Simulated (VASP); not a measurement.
The system is HfIn2Se5.

```
Hf In Se
1.0
     6.75726    0.00000    0.00000
     0.00000    6.75726    0.00000
     0.00000    0.00000    4.54708
Hf In Se
1 2 5
Direct
  0.00000 0.00000 0.00000
  0.00000 0.50000 0.50000
  0.50000 0.00000 0.50000
  0.79200 0.79200 0.00000
  0.20800 0.79200 0.00000
  0.79200 0.20800 0.00000
  0.00000 0.00000 0.50000
  0.20800 0.20800 0.00000
```

The cell was built by a generator and needn't be a form met in nature.

```yaml
Program: VASP 6.6.1
Task: relaxation of cell and atoms
Functional: PBE
Potentials_or_basis: VASP PAW PBE potentials, release 64 (Hf_pv, In_d, Se)
Cutoff: 520 eV
k_mesh: 2 × 2 × 3
Occupations: gaussian, width 0.15 eV
Spin: no spin polarisation
```

At the start: pressure 46.3 GPa; volume 25.95 Å³/atom.

Q: How do energy, volume and symmetry change on relaxing?

A: Over 21 steps the energy falls by 2394.5 meV/atom and the volume is 28.58 Å³/atom (+10.1 %); space group P4/mmm (No. 123, to 0.05 Å).

Step by step:
| step | energy change (eV) | largest force (eV/Å) | pressure (GPa) | volume (Å³) |
| --- | --- | --- | --- | --- |
| 1 | 0.0000 | 18.8663 | 46.34 | 207.62 |
| 2 | 45.6309 | 2.0351 | -2.24 | 519.24 |
| 3 | 14.1376 | 1.3129 | -3.27 | 481.58 |
| 4 | -5.2191 | 1.3147 | -4.53 | 442.46 |
| 5 | -15.8011 | 1.0609 | -4.39 | 310.97 |
| 6 | -17.4570 | 1.0335 | 2.62 | 255.98 |
| 7 | -17.6109 | 0.0278 | -0.77 | 272.20 |
| 8 | -17.6504 | 0.3021 | 0.20 | 266.29 |
| 9 | -17.6496 | 0.3816 | 0.53 | 265.02 |
| 10 | -18.0677 | 0.6429 | -0.58 | 269.05 |
| 11 | -18.1811 | 0.7951 | -1.07 | 271.38 |
| 12 | -18.2157 | 1.0300 | -1.69 | 275.07 |
| 13 | -18.2223 | 0.9428 | -1.54 | 273.71 |
| 14 | -18.5401 | 0.9633 | -1.36 | 261.99 |
| 15 | -19.0143 | 0.4781 | 1.83 | 227.83 |
| 16 | -19.0247 | 0.7522 | 0.59 | 236.03 |
| 17 | -19.0370 | 0.6445 | 0.98 | 232.34 |
| 18 | -19.1051 | 0.3375 | -1.14 | 236.77 |
| 19 | -19.1277 | 0.0468 | -0.45 | 235.21 |
| 20 | -19.1568 | 0.0327 | -0.09 | 231.25 |
| 21 | -19.1560 | 0.0279 | 0.43 | 228.63 |

Final structure:
```yaml
crystal:
  lattice:
    - [6.58613, 0.00000, 0.00000]
    - [0.00000, 6.58613, 0.00000]
    - [0.00000, 0.00000, 5.27078]
  atoms:
    - { symbol: Hf, position: [0.00000, 0.00000, 0.00000] }
    - { symbol: In, position: [0.00000, 0.50000, 0.50000] }
    - { symbol: In, position: [0.50000, 0.00000, 0.50000] }
    - { symbol: Se, position: [0.71867, 0.71867, 0.00000] }
    - { symbol: Se, position: [0.28133, 0.71867, 0.00000] }
    - { symbol: Se, position: [0.71867, 0.28133, 0.00000] }
    - { symbol: Se, position: [0.00000, 0.00000, 0.50000] }
    - { symbol: Se, position: [0.28133, 0.28133, 0.00000] }
```

Caveat: the k mesh is coarse (spacing up to 0.46 Å⁻¹), so the values aren't converged.
